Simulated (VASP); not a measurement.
# Core-hole spectrum of InSe

Wanted: the near-edge structure of InSe. The cell has space group P6_3/mmc. The start is a cell from a database of measured crystal structures.

Main program and level: VASP 6.6.1; PBE; plane waves and PAW (In_d, Se), in the first sound run; inputs show where later runs differ.

The database entry behind the starting cell differs from later determinations by our own check (c about 1.7 % long), so it need not match the best structure at ambient conditions.

## (1) The host crystal

It takes space group P6_3/mmc (No. 194, hexagonal). Conventional cell: a = 4.050 Å, b = 4.050 Å, c = 16.930 Å, α = 90.00°, β = 90.00°, γ = 120.00°. In has 3 Se at 2.52 Å nearest. Nearest to Se lie 3 In at 2.52 Å. Farther neighbours and most contacts between anions are not listed.

Structure file:

```xyz
8
Lattice="4.0500 0.0000 0.0000 -2.0250 3.5074 0.0000 0.0000 0.0000 16.9300" Properties=species:S:1:pos:R:3 pbc="T T T"
In    0.0000    2.3383    2.6580
In    2.0250    1.1691   11.1230
In    0.0000    2.3383    5.8070
In    2.0250    1.1691   14.2720
Se    0.0000    2.3383   10.1919
Se    2.0250    1.1691    1.7269
Se    0.0000    2.3383   15.2031
Se    2.0250    1.1691    6.7381
```

## (2) Relaxation

The atoms are relaxed first inside the given cell, which is kept (ISIF = 2), since core levels depend on the positions.

Contents of INCAR:

```
SYSTEM = InSe
PREC = Accurate
ENCUT = 400
EDIFF = 1E-06
NELM = 100
ISMEAR = 0
SIGMA = 0.05
LREAL = .FALSE.
ALGO = Normal
GGA = PE
NBANDS = 47
LWAVE = .FALSE.
LCHARG = .FALSE.
KPAR = 8
IBRION = 2
NSW = 60
ISIF = 2
EDIFFG = -0.01
```

Contents of POSCAR:

```
InSe
1.0
    4.0500000000      0.0000000000      0.0000000000
   -2.0250000000      3.5074028853      0.0000000000
    0.0000000000      0.0000000000     16.9300000000
In Se
4 4
Direct
    0.3333333333      0.6666666667      0.1570000000
    0.6666666667      0.3333333333      0.6570000000
    0.3333333333      0.6666666667      0.3430000000
    0.6666666667      0.3333333333      0.8430000000
    0.3333333333      0.6666666667      0.6020000000
    0.6666666667      0.3333333333      0.1020000000
    0.3333333333      0.6666666667      0.8980000000
    0.6666666667      0.3333333333      0.3980000000
```

Contents of KPOINTS:

```
Automatic mesh
0
Gamma
6 6 2
0 0 0
```

PAW data sets: In_d and Se (PBE family, release 64).

Started as:

```
$ mpirun -np 8 vasp_std
```

The log of the run:

```text
[banner, memory and clock lines left out]
running    8 mpi-ranks, on    1 nodes
 distrk:  each k-point on    1 cores,    8 groups
 distr:  one band on    1 cores,    1 groups

 POSCAR found type information on POSCAR InSe
 POSCAR found :  2 types and       8 ions
|                                                                             |
|           W    W    AA    RRRRR   N    N  II  N    N   GGGG   !!!           |
|           W    W   A  A   R    R  NN   N  II  NN   N  G    G  !!!           |
|           W    W  A    A  R    R  N N  N  II  N N  N  G       !!!           |
|           W WW W  AAAAAA  RRRRR   N  N N  II  N  N N  G  GGG   !            |
|           WW  WW  A    A  R   R   N   NN  II  N   NN  G    G                |
|           W    W  A    A  R    R  N    N  II  N    N   GGGG   !!!           |
|                                                                             |
|     For optimal performance we recommend to set                             |
|       NCORE = 2 up to number-of-cores-per-socket                            |
|     NCORE specifies how many cores store one orbital (NPAR=cpu/NCORE).      |
|     This setting can greatly improve the performance of VASP for DFT.       |
|     The default, NCORE=1 might be grossly inefficient on modern             |
|     multi-core architectures or massively parallel machines. Do your        |
|     Unfortunately you need to use the default for GW and RPA                |
|     calculations (for HF NCORE is supported but not extensively tested      |
|     yet).                                                                   |
|                                                                             |

 LDA part: xc-table for (Slater+PW92), standard interpolation
 POSCAR, INCAR and KPOINTS ok, starting setup
 FFT: planning ... GRIDC
 FFT: planning ... GRID_SOFT
 FFT: planning ... GRID
 WAVECAR not read
 entering main loop
       N       E                     dE             d eps       ncg     rms          rms(c)
DAV:   1     0.722025431858E+03    0.72203E+03   -0.29697E+04  1332   0.150E+03
DAV:   2     0.800300600383E+02   -0.64200E+03   -0.62346E+03  1316   0.416E+02
DAV:   3    -0.209566743214E+02   -0.10099E+03   -0.98125E+02  1618   0.184E+02
DAV:   4    -0.272440299045E+02   -0.62874E+01   -0.62497E+01  1584   0.460E+01
DAV:   5    -0.274824749865E+02   -0.23845E+00   -0.23834E+00  1683   0.891E+00    0.122E+01
DAV:   6    -0.265685898237E+02    0.91389E+00   -0.15708E+00  1729   0.154E+01    0.647E+00
DAV:   7    -0.264922044128E+02    0.76385E-01   -0.12000E+00  1979   0.710E+00    0.158E+00
DAV:   8    -0.264895365700E+02    0.26678E-02   -0.16462E-01  1962   0.419E+00    0.112E+00
DAV:   9    -0.264937222994E+02   -0.41857E-02   -0.22593E-02  1829   0.693E-01    0.523E-01
DAV:  10    -0.264928657652E+02    0.85653E-03   -0.52567E-03  1722   0.105E+00    0.313E-01
DAV:  11    -0.264933906991E+02   -0.52493E-03   -0.16870E-03  1479   0.183E-01    0.533E-02
DAV:  12    -0.264933897489E+02    0.95029E-06   -0.69298E-05  2072   0.421E-02    0.625E-02
DAV:  13    -0.264933849986E+02    0.47503E-05   -0.22055E-06  1218   0.765E-03    0.762E-02
DAV:  14    -0.264934056463E+02   -0.20648E-04   -0.56005E-05  1538   0.311E-02    0.174E-02
DAV:  15    -0.264934065043E+02   -0.85806E-06   -0.46952E-06  1337   0.160E-02
   1 F= -.26493407E+02 E0= -.26492632E+02  d E =-.264934E+02
 curvature:   0.00 expect dE= 0.000E+00 dE for cont linesearch  0.000E+00
 trial: gam= 0.00000 g(F)=  0.238E+01 g(S)=  0.000E+00 ort = 0.000E+00 (trialstep = 0.100E+01)
 search vector abs. value=  0.238E+01
 bond charge predicted
       N       E                     dE             d eps       ncg     rms          rms(c)
DAV:   1    -0.272292185935E+02   -0.73581E+00   -0.51970E+02  1858   0.131E+02    0.373E+00
DAV:   2    -0.281474719387E+02   -0.91825E+00   -0.98808E+00  1529   0.194E+01    0.202E+00
DAV:   3    -0.281650706817E+02   -0.17599E-01   -0.26272E-01  1942   0.347E+00    0.162E+00
DAV:   4    -0.281626063658E+02    0.24643E-02   -0.10060E-02  1836   0.535E-01    0.118E+00
DAV:   5    -0.281616407302E+02    0.96564E-03   -0.13722E-02  1638   0.504E-01    0.333E-01
DAV:   6    -0.281618490209E+02   -0.20829E-03   -0.22787E-03  1573   0.230E-01    0.236E-01
DAV:   7    -0.281617876034E+02    0.61418E-04   -0.11482E-04  1868   0.704E-02    0.145E-01
DAV:   8    -0.281617817050E+02    0.58984E-05   -0.15416E-04  1845   0.700E-02    0.397E-02
DAV:   9    -0.281617878634E+02   -0.61585E-05   -0.26476E-05  1461   0.227E-02    0.187E-02
DAV:  10    -0.281617928567E+02   -0.49933E-05   -0.10372E-05  1350   0.176E-02    0.139E-02
DAV:  11    -0.281617926191E+02    0.23767E-06   -0.22045E-06  1039   0.952E-03
   2 F= -.28161793E+02 E0= -.28161714E+02  d E =-.166839E+01
[...]
3 F= -.28332269E+02 E0= -.28332269E+02  d E =-.183886E+01
[...]
4 F= -.28331551E+02 E0= -.28331551E+02  d E =-.183814E+01
[...]
5 F= -.28336814E+02 E0= -.28336814E+02  d E =-.526359E-02
[...]
6 F= -.28345323E+02 E0= -.28345323E+02  d E =-.137727E-01
[...]
7 F= -.28345814E+02 E0= -.28345814E+02  d E =-.142636E-01
[...]
8 F= -.28346983E+02 E0= -.28346983E+02  d E =-.116879E-02
 trial-energy change:   -0.001169  1 .order   -0.001179   -0.007042    0.004684
 step:   1.1449(harm=  1.1449)  dis= 0.00600  next Energy=   -28.347929 (dE=-0.211E-02)
 bond charge predicted
       N       E                     dE             d eps       ncg     rms          rms(c)
DAV:   1    -0.283468296908E+02    0.15378E-03   -0.31735E-01  1393   0.231E+00    0.203E-01
DAV:   2    -0.283479230585E+02   -0.10934E-02   -0.11786E-02  1898   0.675E-01    0.491E-02
DAV:   3    -0.283479168988E+02    0.61596E-05   -0.14859E-04  1532   0.697E-02    0.423E-02
DAV:   4    -0.283479154836E+02    0.14152E-05   -0.29698E-05  1821   0.273E-02    0.176E-02
DAV:   5    -0.283479167562E+02   -0.12726E-05   -0.33475E-06  1269   0.980E-03    0.392E-03
DAV:   6    -0.283479171007E+02   -0.34447E-06   -0.27938E-07   763   0.480E-03
   9 F= -.28347917E+02 E0= -.28347917E+02  d E =-.210279E-02
 curvature:  -0.62 expect dE=-0.535E-06 dE for cont linesearch -0.140E-06
 trial: gam=-0.00355 g(F)=  0.858E-06 g(S)=  0.000E+00 ort = 0.300E-04 (trialstep = 0.175E+01)
 search vector abs. value=  0.695E-06
 reached required accuracy - stopping structural energy minimisation
```

It took 72 s on 8 MPI ranks of AMD EPYC 9R45, shared host; peak memory 2.9 GiB.

The logs omit lines about the potential files and the build; timing stands in the text.

Parts of OUTCAR (step 2):

```text
ion  position               nearest neighbor table
   1  0.333  0.667  0.157-   6 2.52   6 2.52   6 2.52   3 3.15
   2  0.667  0.333  0.657-   5 2.52   5 2.52   5 2.52   4 3.15
   3  0.333  0.667  0.343-   8 2.52   8 2.52   8 2.52   1 3.15
   4  0.667  0.333  0.843-   7 2.52   7 2.52   7 2.52   2 3.15
   5  0.333  0.667  0.602-   2 2.52   2 2.52   2 2.52
   6  0.667  0.333  0.102-   1 2.52   1 2.52   1 2.52
   7  0.333  0.667  0.898-   4 2.52   4 2.52   4 2.52
   8  0.667  0.333  0.398-   3 2.52   3 2.52   3 2.52

  LATTYP: Found a hexagonal cell.
 ALAT       =     4.0500000000
 C/A-ratio  =     4.1802469136

 Subroutine GETGRP returns: Found 24 space group operations
 (whereof 12 operations were pure point group operations)

The static configuration has the point symmetry D_3d.
 The point group associated with its full space group is D_6h.

 Found     14 irreducible k-points:

   k-points           NKPTS =     14   k-points in BZ     NKDIM =     14   number of bands    NBANDS=     47

   dimension x,y,z NGX =    28 NGY =   28 NGZ =  112
   dimension x,y,z NGXF=    56 NGYF=   56 NGZF=  224

   ENCUT  =  400.0 eV  29.40 Ry    5.42 a.u.   6.60  6.60 27.61*2*pi/ulx,y,z

   NELECT =      76.0000    total number of electrons

 k-points in reciprocal lattice and weights: Automatic mesh
   0.00000000  0.00000000  0.00000000       0.014
   0.16666667  0.00000000  0.00000000       0.083
   0.33333333 -0.00000000  0.00000000       0.083
   0.50000000 -0.00000000  0.00000000       0.042
   0.16666667  0.16666667  0.00000000       0.083
   0.33333333  0.16666667  0.00000000       0.167
   0.33333333  0.33333333  0.00000000       0.028
   0.00000000  0.00000000  0.50000000       0.014
   0.16666667  0.00000000  0.50000000       0.083
[...]
0.33333333  0.16666667  0.50000000       0.167
   0.33333333  0.33333333  0.50000000       0.028

 average (electrostatic) potential at core
       1 -97.4151       2 -97.4151       3 -97.4151       4 -97.4151       5 -54.2996
       6 -54.2996       7 -54.2996       8 -54.2996

 E-fermi :   3.9963

 k-point     1 :       0.0000    0.0000    0.0000
  band No.  band energies     occupation
    ...
     34       2.6439      2.00000
     35       2.6439      2.00000
     36       2.7197      2.00000
     37       2.7197      2.00000
     38       3.8266      2.00000
     39       4.1659      0.00000
     40       5.4514      0.00000
     41       5.8994      0.00000
     42       5.9042      0.00000
     43       8.0040      0.00000
    ...

 k-point     2 :       0.1667    0.0000    0.0000
  band No.  band energies     occupation
    ...
     34       2.2464      2.00000
     35       2.3637      2.00000
     36       2.4767      2.00000
     37       2.8130      2.00000
     38       3.5919      2.00000
     39       5.3815      0.00000
     40       5.8820      0.00000
     41       6.4193      0.00000
     42       6.6984      0.00000
     43       7.3389      0.00000
    ...

 k-point     3 :       0.3333   -0.0000    0.0000
  band No.  band energies     occupation
    ...
     34       1.8746      2.00000
     35       1.9357      2.00000
     36       2.0420      2.00000
     37       2.6543      2.00000
     38       2.8359      2.00000
     39       5.3083      0.00000
     40       5.4290      0.00000
     41       5.8414      0.00000
     42       5.9688      0.00000
     43       7.3584      0.00000
    ...

  Total        1.8562139      1.8562139      2.0510016      0.0000000      0.0000000      0.0000000
  in kB       12.3663339     12.3663339     13.6640345      0.0000000      0.0000000      0.0000000
  external PRESSURE =      12.7989008 kB  Pullay stress =       0.0000000 kB

  energy-cutoff  :      400.00
  volume of cell :      240.49
      direct lattice vectors                 reciprocal lattice vectors
     4.050000000  0.000000000  0.000000000     0.246913580  0.142555622  0.000000000
    -2.025000000  3.507402885  0.000000000     0.000000000  0.285111244  0.000000000
     0.000000000  0.000000000 16.930000000     0.000000000  0.000000000  0.059066745

 POSITION                                       TOTAL-FORCE (eV/Angst)
 -----------------------------------------------------------------------------------
     -0.00000      2.33827      2.83231         0.000000     -0.000000     -0.000650
      2.02500      1.16913     11.29731        -0.000000      0.000000     -0.000650
     -0.00000      2.33827      5.63269         0.000000     -0.000000      0.000650
      2.02500      1.16913     14.09769        -0.000000     -0.000000      0.000650
     -0.00000      2.33827     10.01641        -0.000000     -0.000000     -0.002005
      2.02500      1.16913      1.55141         0.000000     -0.000000     -0.002005
     -0.00000      2.33827     15.37859        -0.000000      0.000000      0.002005
      2.02500      1.16913      6.91359         0.000000      0.000000      0.002005
 -----------------------------------------------------------------------------------
    total drift:                               -0.000000      0.000000      0.000000

  FREE ENERGIE OF THE ION-ELECTRON SYSTEM (eV)
  ---------------------------------------------------
  free  energy   TOTEN  =       -28.3479171007 eV

  energy  without entropy=      -28.3479170929  energy(sigma->0) =      -28.34791710

 reached required accuracy - stopping structural energy minimisation

[... 3 further parts left out ...]
```

CONTCAR:

```
InSe
   1.00000000000000
     4.0499999999999998    0.0000000000000000    0.0000000000000000
    -2.0249999999999999    3.5074028852999999    0.0000000000000000
     0.0000000000000000    0.0000000000000000   16.9299999999999997
  In              Se
     4     4
Direct
     0.3333333332999970    0.6666666667000030    0.1672953492416541
     0.6666666667000030    0.3333333332999970    0.6672953492416541
     0.3333333332999970    0.6666666667000030    0.3327046507583459
     0.6666666667000030    0.3333333332999970    0.8327046507583459
     0.3333333332999970    0.6666666667000030    0.5916365134545531
     0.6666666667000030    0.3333333332999970    0.0916365134545532
     0.3333333332999970    0.6666666667000030    0.9083634865454469
     0.6666666667000030    0.3333333332999970    0.4083634865454469
```

The run keeps the 24 symmetry operations of its start, so it cannot find a distortion of lower symmetry.

Relaxation path:

```tsv
step	energy less that of the first step (eV)	largest force (eV/Å)
1	0.0000	2.8788
2	-1.6684	0.9820
3	-1.8389	0.1433
4	-1.8381	0.1842
5	-1.8434	0.1616
6	-1.8519	0.0939
7	-1.8524	0.1167
8	-1.8536	0.0818
9	-1.8545	0.0020
```

The atoms that moved most (Å):

```tsv
atom	dx	dy	dz	length
Se7	0.000	0.000	0.175	0.175
Se5	0.000	0.000	-0.175	0.175
Se6	0.000	0.000	-0.175	0.175
Se8	0.000	0.000	0.175	0.175
In3	0.000	0.000	-0.174	0.174
In1	0.000	0.000	0.174	0.174
In2	0.000	0.000	0.174	0.174
In4	0.000	0.000	-0.174	0.174
```

The relaxed structure:

```xyz
8
Lattice="4.0500 0.0000 0.0000 -2.0250 3.5074 0.0000 0.0000 0.0000 16.9300" Properties=species:S:1:pos:R:3 pbc="T T T"
In    0.0000    2.3383    2.8323
In    2.0250    1.1691   11.2973
In    0.0000    2.3383    5.6327
In    2.0250    1.1691   14.0977
Se    0.0000    2.3383   10.0164
Se    2.0250    1.1691    1.5514
Se    0.0000    2.3383   15.3786
Se    2.0250    1.1691    6.9136
```

This step gave:

* free energy (TOTEN): -28.35 eV
* Fermi energy: 3.996 eV
* pressure: 1.280 GPa

At PBE, with these data sets, the largest force is down to 0.0020 eV/Å.

(Continued in part 2 of 4.)

[Lines on the potential files, build, host, timing and source positions are cut from VASP's logs without a mark.]

[Logs are printed without paths, hosts, clocks, repeated set-up lines and the standing remarks that a program may print on its own settings, such as how far it seeks lower states.]

[Hosts, paths, dates, database ids (printed as entryN), source tags and the programs' standing remarks are cut or masked in the printed files.]
